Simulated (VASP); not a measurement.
Here is the system:

```yaml
crystal:
  lattice:
    - [0.00000, 1.77937, 1.77937]
    - [1.77937, 0.00000, 1.77937]
    - [1.77937, 1.77937, 0.00000]
  atoms:
    - { symbol: C, position: [0.00000, 0.00000, 0.00000] }
    - { symbol: C, position: [0.25000, 0.25000, 0.25000] }
```

Computed with PBE GGA with D3 dispersion (Becke-Johnson damping), VASP's PBE PAW potentials (set 64) (plane waves; VASP 6.6.1). Numerical set-up: 520 eV cut-off, Gaussian smearing of 0.050 eV, potentials C.

**Question.** What does the run give for the band gap (along the path) with the smallest direct gap where there is one?

**Answer.** 
* **band gap (along the path)**: 4.14 eV
* **smallest direct gap (along the path)**: 5.61 eV

The absolute energy has meaning only against runs of the same code, potentials and settings.

The compound is C in the diamond structure. It was relaxed first.
